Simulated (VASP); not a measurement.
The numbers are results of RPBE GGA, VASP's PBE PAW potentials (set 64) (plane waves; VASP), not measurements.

Input for VASP

**INCAR**
```
ALGO = Normal
EDIFF = 1E-7
ENCUT = 520
GGA = RP
ISIF = 2
ISMEAR = -5
LASPH = .True.
LCHARG = .True.
LMAXMIX = 6
LORBIT = 11
LREAL = .False.
LWAVE = .False.
NEDOS = 601
NELM = 100
PREC = Accurate
SYSTEM = HfN
```

### KPOINTS
```
Automatic mesh
0
Gamma
15 15 15
0 0 0
```

File POSCAR:
```
HfN
1
    0.0000000000     2.2797452575     2.2797452575
    2.2797452575     0.0000000000     2.2797452575
    2.2797452575     2.2797452575     0.0000000000
Hf N
1 1
Direct
  0.0000000000   0.0000000000   0.0000000000
  0.5000000000   0.5000000000   0.5000000000
```

POTCAR, in this order: Hf_pv N (PBE.64 set). Program: vasp_std.

What VASP printed:

File OSZICAR:
```
       N       E                     dE             d eps       ncg     rms          rms(c)
DAV:   1     0.405482258625E+02    0.40548E+02   -0.82273E+03  2640   0.128E+03
DAV:   2    -0.213743547302E+02   -0.61923E+02   -0.58601E+02  3524   0.253E+02
DAV:   3    -0.237250872547E+02   -0.23507E+01   -0.23294E+01  3442   0.426E+01
DAV:   4    -0.237462410581E+02   -0.21154E-01   -0.21062E-01  3091   0.401E+00
DAV:   5    -0.237465759202E+02   -0.33486E-03   -0.33243E-03  3554   0.381E-01    0.464E+01
DAV:   6    -0.208474691314E+02    0.28991E+01   -0.15394E+01  3072   0.277E+01    0.392E+01
DAV:   7    -0.207946737170E+02    0.52795E-01   -0.67228E-01  2991   0.755E+00    0.256E+01
DAV:   8    -0.207863345639E+02    0.83392E-02   -0.15135E-01  3070   0.363E+00    0.618E+00
DAV:   9    -0.207746012222E+02    0.11733E-01   -0.67460E-02  3108   0.180E+00    0.145E+00
DAV:  10    -0.207742052680E+02    0.39595E-03   -0.25145E-03  3047   0.466E-01    0.306E-01
DAV:  11    -0.207742145389E+02   -0.92709E-05   -0.23018E-04  3373   0.138E-01    0.633E-02
DAV:  12    -0.207742121525E+02    0.23865E-05   -0.19505E-05  3200   0.400E-02    0.325E-02
DAV:  13    -0.207742117157E+02    0.43679E-06   -0.77150E-07  3122   0.956E-03    0.177E-03
DAV:  14    -0.207742117673E+02   -0.51642E-07   -0.72915E-09  1659   0.105E-03
   1 F= -.20774212E+02 E0= -.20774212E+02  d E =0.000000E+00
```

OUTCAR:
```
------------------------ aborting loop because EDIFF is reached ----------------------------------------
  FORCE on cell =-STRESS in cart. coord.  units (eV):
  Direction    XX          YY          ZZ          XY          YZ          ZX
  --------------------------------------------------------------------------------------
  Total        0.0135183      0.0135183      0.0135183      0.0000000     -0.0000000     -0.0000000
  in kB        0.9139949      0.9139949      0.9139949      0.0000000     -0.0000000     -0.0000000
  external PRESSURE =       0.9139949 kB  Pullay stress =       0.0000000 kB
  volume of cell :       23.70
      direct lattice vectors                 reciprocal lattice vectors
     0.000000000  2.279745258  2.279745258    -0.219322750  0.219322750  0.219322750
     2.279745258  0.000000000  2.279745258     0.219322750 -0.219322750  0.219322750
     2.279745258  2.279745258  0.000000000     0.219322750  0.219322750 -0.219322750
 POSITION                                       TOTAL-FORCE (eV/Angst)
 -----------------------------------------------------------------------------------
      0.00000      0.00000      0.00000         0.000000     -0.000000      0.000000
      2.27975      2.27975      2.27975        -0.000000      0.000000      0.000000
 -----------------------------------------------------------------------------------
    total drift:                                0.000000     -0.000000     -0.000000
  FREE ENERGIE OF THE ION-ELECTRON SYSTEM (eV)
  ---------------------------------------------------
  free  energy   TOTEN  =       -20.7742117673 eV

  energy  without entropy=      -20.7742117673  energy(sigma->0) =      -20.77421177

 total charge

# of ion       s       p       d       tot
------------------------------------------
    1        0.284   6.532   1.709   8.525
    2        1.238   2.494   0.000   3.732
--------------------------------------------------
tot          1.523   9.025   1.709  12.257
```
(Selected blocks of OUTCAR.)

For a metal the tetrahedron method with Blöchl corrections gives inexact stress and forces.

The compound is HfN in the rock salt structure. It was relaxed first. The electron count is odd and the run is not spin-polarised, which forces a metal.
